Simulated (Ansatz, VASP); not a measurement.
## NaTaS3 in two plane-wave programs

Aim: how closely do two programs agree when they are given the same cell, functional and k mesh? The cell is invented: As first built, before any earlier steps moved the atoms (in the runner's words): S for O, Na for Ag in the TaAgO3 structure of space group R-3c. It may not be a known or stable phase. The two relaxations start from unlike cells of this crystal (the structure described is Ansatz's start), so only their ends are compared.

Calculated with Ansatz 0.2.0; plane waves, with VASP 6.6.1 beside it; relaxation of cell and atoms at LDA.

## Step 1: The starting structure

It takes space group R-3c (No. 167, trigonal). Conventional cell: a = 6.307 Å, b = 6.307 Å, c = 15.762 Å, α = 90.00°, β = 90.00°, γ = 120.00°. Nearest to Ta lie 6 S at 2.27 Å. Nearest to Na lie 12 S at 2.80 to 3.51 Å. S has 2 Ta at 2.27 Å and 4 Na at 2.80 to 3.51 Å nearest. It derives from TaAgO3. As first built, before any earlier steps moved the atoms (in the runner's words): S for O, Na for Ag in the TaAgO3 structure of space group R-3c. Farther neighbours and most contacts between anions are not listed.

## Step 2: VASP: relaxation of cell and atoms, LDA

The relaxed volume is the usual yardstick between codes: in a stiff, nearly cubic crystal its relative difference is about their pressure difference at one cell divided by the bulk modulus.

Lines of VASP's logs that name or quote its potential files are left out, and so is its time.

The input, INCAR:

```
SYSTEM = NaTaS3
PREC = Accurate
ENCUT = 500
EDIFF = 1E-07
NELM = 120
ISMEAR = 0
SIGMA = 0.03
LREAL = .FALSE.
ALGO = Normal
GGA = CA
NBANDS = 46
LASPH = .TRUE.
LORBIT = 11
LWAVE = .FALSE.
LCHARG = .FALSE.
ISIF = 3
IBRION = 2
NSW = 80
EDIFFG = -0.005
GGA_COMPAT = .FALSE.
NELMIN = 4
KPAR = 2
```

The input, POSCAR:

```
NaTaS3
1.0
    3.2884625403      1.8985942917      5.3375777022
   -3.2884625403      1.8985942917      5.3375777022
    0.0000000000     -3.7971896423      5.3375777072
Ta Na S
2 2 6
Direct
    0.5000001092      0.5000001092      0.4999999719
    0.0000000000      0.0000000000      0.0000000000
    0.2500000229      0.2500000229      0.2499999542
    0.7500001321      0.7500001321      0.7499999261
    0.3434342008      0.1565659365      0.7499998627
    0.1565658864      0.7500000185      0.3434340951
    0.7500000273      0.3434341594      0.1565658133
    0.6565659542      0.8434342185      0.2500000177
    0.2500001277      0.6565659956      0.8434340670
    0.8434342686      0.2500001365      0.6565657853
```

The input, KPOINTS:

```
Automatic mesh
0
Gamma
4 4 4
0 0 0
```

Potentials, in the order of the species: Ta_pv, Na_pv and S (LDA family, release 64).

The run is started by

```sh
$ mpirun -np 2 vasp_std
```

Numbers of over 12 decimals in the logs are rounded to 6 here.

The log of the run:

```text
[banner, memory and clock lines left out]
running    2 mpi-ranks, on    1 nodes
 distrk:  each k-point on    1 cores,    2 groups
 distr:  one band on    1 cores,    1 groups

 POSCAR found type information on POSCAR TaNaS
 POSCAR found :  3 types and      10 ions
 LDA part: xc-table for (Slater(with rela. corr.)+CA(PZ))
 , standard interpolation
 POSCAR, INCAR and KPOINTS ok, starting setup
 FFT: planning ... GRIDC
 FFT: planning ... GRID_SOFT
 FFT: planning ... GRID
 WAVECAR not read
 entering main loop
       N       E                     dE             d eps       ncg     rms          rms(c)
DAV:   1     0.650663326507E+03    0.65066E+03   -0.34387E+04  1220   0.150E+03
DAV:   2    -0.337086078293E+01   -0.65403E+03   -0.63127E+03  1292   0.391E+02
DAV:   3    -0.691727849673E+02   -0.65802E+02   -0.64010E+02  1436   0.123E+02
DAV:   4    -0.720127108231E+02   -0.28399E+01   -0.28098E+01  1424   0.259E+01
DAV:   5    -0.721050067610E+02   -0.92296E-01   -0.92144E-01  1688   0.485E+00    0.277E+01
DAV:   6    -0.664381826169E+02    0.56668E+01   -0.20596E+01  1344   0.181E+01    0.140E+01
DAV:   7    -0.662522874720E+02    0.18590E+00   -0.21810E+00  1368   0.636E+00    0.834E+00
DAV:   8    -0.661424860260E+02    0.10980E+00   -0.54427E-01  1424   0.346E+00    0.954E-01
DAV:   9    -0.661137881070E+02    0.28698E-01   -0.11611E-01  1384   0.160E+00    0.271E-01
DAV:  10    -0.661129767147E+02    0.81139E-03   -0.67138E-03  1356   0.397E-01    0.186E-01
DAV:  11    -0.661134225923E+02   -0.44588E-03   -0.26719E-03  1460   0.208E-01    0.152E-01
DAV:  12    -0.661128433300E+02    0.57926E-03   -0.17787E-03  1354   0.183E-01    0.506E-02
DAV:  13    -0.661129408975E+02   -0.97567E-04   -0.30395E-04  1350   0.819E-02    0.521E-02
DAV:  14    -0.661128443164E+02    0.96581E-04   -0.14137E-04  1384   0.521E-02    0.113E-02
DAV:  15    -0.661128451779E+02   -0.86152E-06   -0.32219E-05  1502   0.205E-02    0.129E-02
DAV:  16    -0.661128447674E+02    0.41053E-06   -0.10018E-06  1420   0.464E-03    0.543E-03
DAV:  17    -0.661128445434E+02    0.22400E-06   -0.39905E-07  1108   0.272E-03    0.140E-03
DAV:  18    -0.661128445132E+02    0.30174E-07   -0.55127E-08   766   0.109E-03
   1 F= -.66112845E+02 E0= -.66112316E+02  d E =-.661128E+02
 curvature:   0.00 expect dE= 0.000E+00 dE for cont linesearch  0.000E+00
 trial: gam= 0.00000 g(F)=  0.823E-06 g(S)=  0.541E-04 ort = 0.000E+00 (trialstep = 0.100E+01)
 search vector abs. value=  0.549E-04
 bond charge predicted
       N       E                     dE             d eps       ncg     rms          rms(c)
DAV:   1    -0.661130902823E+02   -0.24574E-03   -0.71902E-03  1332   0.598E-01    0.133E-01
DAV:   2    -0.661129086965E+02    0.18159E-03   -0.36150E-04  1304   0.116E-01    0.554E-02
DAV:   3    -0.661128593127E+02    0.49384E-04   -0.15913E-04  1322   0.511E-02    0.220E-02
DAV:   4    -0.661128505682E+02    0.87445E-05   -0.18539E-05  1436   0.239E-02    0.177E-02
DAV:   5    -0.661128499278E+02    0.64040E-06   -0.18354E-06  1348   0.693E-03    0.937E-03
DAV:   6    -0.661128495239E+02    0.40388E-06   -0.33190E-07  1294   0.314E-03    0.135E-03
DAV:   7    -0.661128495032E+02    0.20692E-07   -0.13037E-07   762   0.196E-03
   2 F= -.66112850E+02 E0= -.66112331E+02  d E =-.498999E-05
 trial-energy change:   -0.000005  1 .order   -0.000003   -0.000055    0.000049
 step:   0.5581(harm=  0.5265)  dis= 0.00005  next Energy=   -66.112860 (dE=-0.157E-04)
 bond charge predicted
       N       E                     dE             d eps       ncg     rms          rms(c)
DAV:   1    -0.661129072145E+02   -0.57691E-04   -0.14037E-03  1332   0.264E-01    0.592E-02
DAV:   2    -0.661128715974E+02    0.35617E-04   -0.70931E-05  1298   0.511E-02    0.247E-02
DAV:   3    -0.661128619518E+02    0.96456E-05   -0.31346E-05  1322   0.227E-02    0.968E-03
DAV:   4    -0.661128602472E+02    0.17046E-05   -0.35946E-06  1436   0.105E-02    0.775E-03
DAV:   5    -0.661128601220E+02    0.12511E-06   -0.35382E-07  1126   0.306E-03    0.396E-03
DAV:   6    -0.661128600427E+02    0.79317E-07   -0.63394E-08   744   0.159E-03
   3 F= -.66112860E+02 E0= -.66112337E+02  d E =-.155295E-04
 curvature:  -0.26 expect dE=-0.205E-06 dE for cont linesearch -0.125E-06
 trial: gam= 0.00000 g(F)=  0.401E-07 g(S)=  0.744E-06 ort =-0.512E-05 (trialstep = 0.912E+00)
 search vector abs. value=  0.784E-06
 reached required accuracy - stopping structural energy minimisation
```

From OUTCAR (step 2):

```text
ion  position               nearest neighbor table
   1  0.500  0.500  0.500-   8 2.40   9 2.40  10 2.40   5 2.40   7 2.40   6 2.40
   2  0.000  0.000  0.000-   8 2.40   9 2.40   6 2.40   7 2.40  10 2.40   5 2.40
   3  0.250  0.250  0.250-  10 2.67   8 2.67   9 2.67
   4  0.750  0.750  0.750-   6 2.67   5 2.67   7 2.67
   5  0.343  0.157  0.750-   1 2.40   2 2.40   4 2.67
   6  0.157  0.750  0.343-   2 2.40   1 2.40   4 2.67
   7  0.750  0.343  0.157-   2 2.40   1 2.40   4 2.67
   8  0.657  0.843  0.250-   2 2.40   1 2.40   3 2.67
   9  0.250  0.657  0.843-   2 2.40   1 2.40   3 2.67
  10  0.843  0.250  0.657-   1 2.40   2 2.40   3 2.67

  LATTYP: Found a trigonal (rhomboedric) cell.
 ALAT       =     6.5504489839
 COS(alpha) =     0.4959499565

 Subroutine GETGRP returns: Found 12 space group operations
 (whereof  6 operations were pure point group operations)

The static configuration has the point symmetry S_6 .
 The point group associated with its full space group is D_3d.

 Found     13 irreducible k-points:

   k-points           NKPTS =     13   k-points in BZ     NKDIM =     13   number of bands    NBANDS=     46

   dimension x,y,z NGX =    48 NGY =   48 NGZ =   48
   dimension x,y,z NGXF=    96 NGYF=   96 NGZF=   96

   ENCUT  =  500.0 eV  36.75 Ry    6.06 a.u.  11.94 11.94 11.94*2*pi/ulx,y,z

   NELECT =      72.0000    total number of electrons

 k-points in reciprocal lattice and weights: Automatic mesh
   0.00000000  0.00000000  0.00000000       0.016
   0.25000000 -0.00000000  0.00000000       0.094
   0.50000000 -0.00000000  0.00000000       0.047
   0.25000000  0.25000000  0.00000000       0.094
   0.50000000  0.25000000  0.00000000       0.188
  -0.25000000  0.25000000  0.00000000       0.094
   0.50000000  0.50000000  0.00000000       0.047
   0.25000000  0.25000000  0.25000000       0.031
   0.50000000  0.25000000  0.25000000       0.094
  -0.25000000  0.25000000  0.25000000       0.094
   0.50000000  0.50000000  0.25000000       0.094
  -0.25000000  0.50000000  0.25000000       0.094
   0.50000000  0.50000000  0.50000000       0.016

 average (electrostatic) potential at core
       1 -40.4746       2 -40.4747       3 -43.7508       4 -43.7508       5 -87.7655
       6 -87.7655       7 -87.7655       8 -87.7655       9 -87.7655      10 -87.7655

 E-fermi :   3.3068

 k-point     1 :       0.0000    0.0000    0.0000
  band No.  band energies     occupation
    ...
     31       2.7221      2.00000
     32       2.8446      2.00000
     33       2.8446      2.00000
     34       3.0701      2.00000
     35       3.0701      2.00000
     36       3.4314      0.00000
     37       3.4686      0.00000
     38       3.4686      0.00000
     39       3.4940      0.00000
     40       5.3641      0.00000
    ...

 k-point     2 :       0.2500   -0.0000    0.0000
  band No.  band energies     occupation
    ...
     32       2.7107      2.00000
     33       2.7640      2.00000
     34       2.7684      2.00000
     35       3.0810      2.00000
     36       3.2673      1.93739
     37       4.0192      0.00000
     38       4.1758      0.00000
     39       4.3351      0.00000
     40       5.6220      0.00000
     41       5.7184      0.00000
    ...

 k-point     3 :       0.5000   -0.0000    0.0000
  band No.  band energies     occupation
    ...
     32       2.5424      2.00000
     33       2.8702      2.00000
     34       2.8702      2.00000
     35       3.0027      2.00000
     36       3.0027      2.00000
     37       4.8357      0.00000
     38       4.8357      0.00000
     39       5.1075      0.00000
     40       5.1075      0.00000
     41       5.4137      0.00000
    ...

  Total       -0.0087661     -0.0087661      0.0007070      0.0000000     -0.0000000      0.0000000
  in kB       -0.0702072     -0.0702072      0.0056621      0.0000000     -0.0000000      0.0000000
  external PRESSURE =      -0.0449174 kB  Pullay stress =       0.0000000 kB

  energy-cutoff  :      500.00
  volume of cell :      200.05
      direct lattice vectors                 reciprocal lattice vectors
     3.289001478  1.898905447  5.338464009     0.152021823  0.087769844  0.062439938
    -3.289001478  1.898905447  5.338464009    -0.152021823  0.087769844  0.062439938
    -0.000000000 -3.797811954  5.338464014     0.000000000 -0.175539689  0.062439921

 POSITION                                       TOTAL-FORCE (eV/Angst)
 -----------------------------------------------------------------------------------
     -0.00000     -0.00000      8.00770        -0.000000     -0.000000     -0.000000
      0.00000      0.00000      0.00000        -0.000000     -0.000000      0.000000
     -0.00000     -0.00000      4.00385        -0.000000     -0.000000     -0.000000
     -0.00000     -0.00000     12.01155        -0.000000     -0.000000      0.000000
      0.61466     -1.89891      6.67308        -0.000372     -0.000000      0.000000
     -1.95183      0.41715      6.67308         0.000186      0.000322     -0.000000
      1.33717      1.48176      6.67308         0.000186     -0.000322      0.000000
     -0.61466      1.89891      9.34231         0.000372     -0.000000     -0.000000
     -1.33717     -1.48176      9.34231        -0.000186      0.000322     -0.000000
      1.95183     -0.41715      9.34231        -0.000186     -0.000322      0.000000
 -----------------------------------------------------------------------------------
    total drift:                               -0.000250     -0.001993     -0.002255

  FREE ENERGIE OF THE ION-ELECTRON SYSTEM (eV)
  ---------------------------------------------------
  free  energy   TOTEN  =       -66.1128600427 eV

  energy  without entropy=      -66.1118134260  energy(sigma->0) =      -66.11233673

 reached required accuracy - stopping structural energy minimisation

 total charge
# of ion       s       p       d       tot
------------------------------------------
    1        0.329   6.238   2.229   8.796
    2        0.329   6.238   2.229   8.796
    3        0.056   5.983   0.000   6.039
    4        0.056   5.983   0.000   6.039
    5        1.333   2.432   0.000   3.765
    6        1.333   2.432   0.000   3.765
    7        1.333   2.432   0.000   3.765
    8        1.333   2.432   0.000   3.765
    9        1.333   2.432   0.000   3.765
   10        1.333   2.432   0.000   3.765
--------------------------------------------------
tot          8.767  39.037   4.458  52.261

[... 3 further parts left out ...]
```

The k-mesh is coarse for a metal.

[end of part 1 of 2]

[Lines on the potential files, build, host, timing and source positions are cut from VASP's logs without a mark.]

[Logs are printed without paths, hosts, clocks, repeated set-up lines and the standing remarks that a program may print on its own settings, such as how far it seeks lower states.]

[Hosts, paths, dates, database ids (printed as entryN), source tags and the programs' standing remarks are cut or masked in the printed files.]
